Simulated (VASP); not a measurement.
Output of a VASP run:

File OUTCAR:
```
 ion  position               nearest neighbor table
   1  0.667  0.333  0.504-   3 2.14   4 2.15   4 2.15   4 2.15
   2  0.333  0.667  0.004-   4 2.14   3 2.15   3 2.15   3 2.15
   3  0.667  0.333  0.871-   1 2.14   2 2.15   2 2.15   2 2.15
   4  0.333  0.667  0.371-   2 2.14   1 2.15   1 2.15   1 2.15
  LATTYP: Found a hexagonal cell.
 ALAT       =     3.4814353401
 C/A-ratio  =     1.6740933703
 Subroutine PRICEL returns:
 Original cell was already a primitive cell.
 Subroutine GETGRP returns: Found 12 space group operations
The static configuration has the point symmetry C_3v.
 The point group associated with its full space group is C_6v.
The dynamic configuration has the point symmetry C_3v.
 Subroutine INISYM returns: Found 12 space group operations
 Subroutine IBZKPT returns following result:
 Found     24 irreducible k-points:

 Following reciprocal coordinates:
            Coordinates               Weight
  0.000000  0.000000  0.000000      1.000000
  0.142857  0.000000  0.000000      6.000000
  0.285714  0.000000  0.000000      6.000000
  0.428571 -0.000000  0.000000      6.000000
  0.142857  0.142857  0.000000      6.000000
  0.285714  0.142857  0.000000     12.000000
  0.428571  0.142857  0.000000      6.000000
  0.285714  0.285714  0.000000      6.000000
  0.000000  0.000000  0.250000      2.000000
  0.142857  0.000000  0.250000     12.000000
  0.285714  0.000000  0.250000     12.000000
  0.428571 -0.000000  0.250000     12.000000
  0.142857  0.142857  0.250000     12.000000
  0.285714  0.142857  0.250000     24.000000
  0.428571  0.142857  0.250000     12.000000
  0.285714  0.285714  0.250000     12.000000
  0.000000  0.000000  0.500000      1.000000
  0.142857  0.000000  0.500000      6.000000
  0.285714  0.000000  0.500000      6.000000
  0.428571 -0.000000  0.500000      6.000000
  0.142857  0.142857  0.500000      6.000000
  0.285714  0.142857  0.500000     12.000000
  0.428571  0.142857  0.500000      6.000000
  0.285714  0.285714  0.500000      6.000000
   k-points           NKPTS =     24   k-points in BZ     NKDIM =     24   number of bands    NBANDS=     22
   number of dos      NEDOS =    301   number of ions     NIONS =      4
   total plane-waves  NPLWV =  37632
   dimension x,y,z NGX =    28 NGY =   28 NGZ =   48
   dimension x,y,z NGXF=    56 NGYF=   56 NGZF=   96
   ions per type =               2   2
   PREC   = accura    normal or accurate (medium, high low for compatibility)
   ISTART =      0    job   : 0-new  1-cont  2-samecut
   ICHARG =      2    charge: 1-file 2-atom 10-const
   ISPIN  =      1    spin polarized calculation?
   LNONCOLLINEAR =      F non collinear calculations
   LSORBIT =      F    spin-orbit coupling
   INIWAV =      1    electr: 0-lowe 1-rand  2-diag
   ENCUT  =  500.0 eV  36.75 Ry    6.06 a.u.   6.35  6.35 10.63*2*pi/ulx,y,z
   NELM   =    100;   NELMIN=  2; NELMDL= -5     # of ELM steps
   EDIFF  = 0.1E-05   stopping-criterion for ELM
   LREAL  =      F    real-space projection
   NLSPLINE    = F    spline interpolate recip. space projectors
   LMAXMIX     =    4 max onsite mixed and CHGCAR
   VOSKOWN=      0    Vosko Wilk Nusair interpolation
   EDIFFG = -.2E-01   stopping-criterion for IOM
   NSW    =     40    number of steps for IOM
   NBLOCK =      1;   KBLOCK =     40    inner block; outer block
   IBRION =      2    ionic relax: 0-MD 1-quasi-New 2-CG
   NFREE  =      1    steps in history (QN), initial steepest desc. (CG)
   ISIF   =      3    stress and relaxation
   ISYM   =      2    0-nonsym 1-usesym 2-fastsym
   TEIN   =    0.0    initial temperature
   TEBEG  =    0.0;   TEEND  =   0.0 temperature during run
   SMASS  =  -3.00    Nose mass-parameter (am)
   PSTRESS=  450.0 pullay stress
   NELECT =      36.0000    total number of electrons
   EFERMI =   0.00;   METHOD = LEGACY
   ISMEAR =     0;   SIGMA  =   0.05  broadening in eV -4-tet -1-fermi 0-gaus
   IALGO  =     38    algorithm
   LDIAG  =      T    sub-space diagonalisation (order eigenvalues)
...
```

OSZICAR:
```
...
DAV:   5    -0.130331679683E+02    0.25231E-05   -0.15285E-04  1214   0.167E-01    0.270E-02
DAV:   6    -0.130331680526E+02   -0.84329E-07   -0.31547E-05  1310   0.962E-02    0.108E-02
DAV:   7    -0.130331675150E+02    0.53762E-06   -0.37260E-06   952   0.499E-02
   9 F= 0.30392010E+01 E0= 0.30392010E+01  d E =-.189990E-02
       N       E                     dE             d eps       ncg     rms          rms(c)
DAV:   1    -0.130075334134E+02    0.25635E-01   -0.15041E+00  1074   0.101E+01    0.107E+00
DAV:   2    -0.129907022553E+02    0.16831E-01   -0.76300E-02  1428   0.527E+00    0.595E-01
DAV:   3    -0.129849794432E+02    0.57228E-02   -0.11880E-02  1262   0.137E+00    0.262E-01
DAV:   4    -0.129839394425E+02    0.10400E-02   -0.31473E-03  1254   0.566E-01    0.107E-01
DAV:   5    -0.129839241114E+02    0.15331E-04   -0.59515E-04  1230   0.331E-01    0.548E-02
DAV:   6    -0.129839238600E+02    0.25137E-06   -0.12672E-04  1294   0.191E-01    0.214E-02
DAV:   7    -0.129839220662E+02    0.17938E-05   -0.15599E-05  1304   0.996E-02    0.747E-03
DAV:   8    -0.129839222837E+02   -0.21747E-06   -0.27003E-06   796   0.159E-02
  10 F= 0.30386656E+01 E0= 0.30386656E+01  d E =-.243524E-02
       N       E                     dE             d eps       ncg     rms          rms(c)
DAV:   1    -0.130025981090E+02   -0.18676E-01   -0.15460E-01  1080   0.332E+00    0.344E-01
DAV:   2    -0.130008696391E+02    0.17285E-02   -0.79745E-03  1444   0.173E+00    0.191E-01
DAV:   3    -0.130002857869E+02    0.58385E-03   -0.11896E-03  1280   0.438E-01    0.848E-02
DAV:   4    -0.130001745637E+02    0.11122E-03   -0.31936E-04  1260   0.183E-01    0.327E-02
DAV:   5    -0.130001727385E+02    0.18253E-05   -0.62032E-05  1208   0.107E-01    0.166E-02
DAV:   6    -0.130001726271E+02    0.11141E-06   -0.13125E-05  1226   0.598E-02    0.659E-03
DAV:   7    -0.130001725460E+02    0.81109E-07   -0.12923E-06   564   0.310E-02
  11 F= 0.30385266E+01 E0= 0.30385266E+01  d E =-.257431E-02
       N       E                     dE             d eps       ncg     rms          rms(c)
DAV:   1    -0.130265030618E+02   -0.26330E-01   -0.55581E-02  1230   0.292E+00    0.356E-01
DAV:   2    -0.130249852690E+02    0.15178E-02   -0.75760E-03  1276   0.198E+00    0.172E-01
DAV:   3    -0.130245473811E+02    0.43789E-03   -0.73508E-04  1350   0.338E-01    0.894E-02
DAV:   4    -0.130244376412E+02    0.10974E-03   -0.22113E-04  1254   0.142E-01    0.311E-02
DAV:   5    -0.130244314899E+02    0.61514E-05   -0.44421E-05  1248   0.863E-02    0.138E-02
DAV:   6    -0.130244314925E+02   -0.26848E-08   -0.11187E-05  1140   0.430E-02    0.469E-03
DAV:   7    -0.130244314139E+02    0.78594E-07   -0.10082E-06   570   0.297E-02
  12 F= 0.30385331E+01 E0= 0.30385331E+01  d E =0.649190E-05
       N       E                     dE             d eps       ncg     rms          rms(c)
DAV:   1    -0.130127148463E+02    0.11717E-01   -0.14231E-02  1230   0.147E+00    0.181E-01
DAV:   2    -0.130123245530E+02    0.39029E-03   -0.19472E-03  1276   0.101E+00    0.874E-02
DAV:   3    -0.130122150266E+02    0.10953E-03   -0.18937E-04  1364   0.174E-01    0.451E-02
DAV:   4    -0.130121885451E+02    0.26481E-04   -0.56636E-05  1274   0.718E-02    0.161E-02
DAV:   5    -0.130121875140E+02    0.10311E-05   -0.11128E-05  1160   0.431E-02    0.704E-03
DAV:   6    -0.130121876802E+02   -0.16622E-06   -0.27417E-06   816   0.217E-02
  13 F= 0.30384678E+01 E0= 0.30384678E+01  d E =-.588176E-04
```

File OUTCAR:
```
------------------------ aborting loop because EDIFF is reached ----------------------------------------
  FORCE on cell =-STRESS in cart. coord.  units (eV):
  Direction    XX          YY          ZZ          XY          YZ          ZX
  --------------------------------------------------------------------------------------
  Total       16.0347419     16.0347297     16.0267482      0.0000000      0.0000000      0.0000000
  in kB      449.5538431    449.5535016    449.3297319      0.0000000      0.0000000      0.0000000
  external PRESSURE =      -0.5209745 kB  Pullay stress =     450.0000000 kB
  volume of cell :       57.15
      direct lattice vectors                 reciprocal lattice vectors
     1.691249613 -2.929329145 -0.000000000     0.295639388 -0.170687545  0.000000000
     1.691249613  2.929329145  0.000000000     0.295639388  0.170687545 -0.000000000
     0.000000000  0.000000000  5.767464923     0.000000000 -0.000000000  0.173386403
  FREE ENERGIE OF THE ION-ELECTRON SYSTEM (eV)
  ---------------------------------------------------
  free  energy   TOTEN  =       -13.0121876802 eV

  energy  without entropy=      -13.0121876802  energy(sigma->0) =      -13.01218768
  enthalpy is  TOTEN    =         3.0384677553 eV   P V=       16.0506554355

 reached required accuracy - stopping structural energy minimisation
```
(Selected blocks of OUTCAR.)

### POSCAR
```
ZnS
1
    1.7407177745    -3.0150113859     0.0000000000
    1.7407177745     3.0150113859     0.0000000000
    0.0000000000     0.0000000000     5.8282478220
Zn S
2 2
Direct
  0.6666670000   0.3333330000   0.5035468672
  0.3333330000   0.6666670000   0.0035468672
  0.6666670000   0.3333330000   0.8714531328
  0.3333330000   0.6666670000   0.3714531328
```

Task: Write an INCAR and KPOINTS that could have produced this output.

Result: Several could match; the one computed here: the input of the run itself, PBEsol GGA, plane waves, VASP's PBE PAW potentials (set 64).

File KPOINTS:
```
kpoints
0
G
 7 7 4
0 0 0
```

### INCAR
```
! general
SYSTEM   =  ZnS
PREC     =  Accurate
ENCUT    =  500
LREAL    =  .FALSE.
LASPH    =  .TRUE.

! electronic loop
EDIFF    =  1E-6
NELM     =  100
ALGO     =  Normal
LMAXMIX  =  4

! smearing
ISMEAR   =  0
SIGMA    =  0.05

! functional
GGA      =  PS

! ions
IBRION   =  2
NSW      =  40
ISIF     =  3
EDIFFG   =  -0.02
PSTRESS  =  450

! output
LWAVE    =  .FALSE.
LCHARG   =  .FALSE.
```

POTCAR, in this order: Zn S (PBE.64 set). Program: vasp_std.

Energy and stress use the plane-wave basis of the starting cell.

The compound is ZnS in the wurtzite structure, the high-temperature form. This run relaxes it under an external pressure of 45 GPa. Symmetry was kept, so distortions that lower it aren't found.
